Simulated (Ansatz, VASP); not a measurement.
**Two plane-wave programs on LiBe**

File INCAR:

```
SYSTEM = LiBe
PREC = Accurate
ENCUT = 520
EDIFF = 1E-7
ISMEAR = -1
SIGMA = 0.05
LREAL = .FALSE.
LASPH = .TRUE.
NELM = 100
ALGO = Normal
ISIF = 2
LWAVE = .FALSE.
LCHARG = .FALSE.
GGA = PE
NBANDS = 13
```

Contents of KPOINTS:

```
Automatic mesh
0
G
  11 7 5
  0 0 0
```

POSCAR

```
LiBe
1.0
    2.3111918030      0.0000000000      0.0000000000
    0.0000000000      3.6366993262      0.0000000000
   -0.4044031459      0.0000000000      5.5500404747
Be Li
2 2
Direct
    0.2435819200      0.7500000000      0.4238283600
    0.7564180800      0.2500000000      0.5761716400
    0.2631524400      0.7500000000      0.8451422600
    0.7368475600      0.2500000000      0.1548577400
```

The input input.yaml:

```yaml
crystal:
  lattice:
    - [2.311191803, 0.0, 0.0]
    - [0.0, 3.6366993262, 0.0]
    - [-0.4044031459, 0.0, 5.5500404747]
  atoms:
    - { symbol: Be, position: [0.24358192, 0.75, 0.42382836] }
    - { symbol: Be, position: [0.75641808, 0.25, 0.57617164] }
    - { symbol: Li, position: [0.26315244, 0.75, 0.84514226] }
    - { symbol: Li, position: [0.73684756, 0.25, 0.15485774] }
hamiltonian:
  xc: pbe
  pseudopotentials: { kind: paw }
kpoints:
  mp_grid: { grid: [11, 7, 5] }
scf:
  occupations: { method: fermi_dirac, width: 0.05 }
output:
  forces: true
  stress: true
  eigenvalues: true
```

Change from the starting cell: volume scaled by 1.02.

Alike in both runs: task single point; functional PBE; k mesh 11 × 7 × 5; occupations fermi-dirac, width 0.05 eV; no spin polarisation.

```csv
,VASP,Ansatz
version,VASP 6.6.1,Ansatz 0.2.0
potentials or method,"VASP PAW PBE potentials, release 64 (Be, Li_sv)",Ansatz PAW
plane-wave cutoff (eV),520,420
valence electrons in the cell,10,10
```

|  | VASP | Ansatz | Ansatz less VASP |
| --- | --- | --- | --- |
| gap on the k mesh at the Fermi level (eV) | none | none | - |
| rms of the force components (eV/Å) | 0.011 | 0.011 | +0.0006 |

Atom by atom the forces differ by 0.002 eV/Å (rms over components). A gap of «none» marks a metal or a gap that the smearing closes.
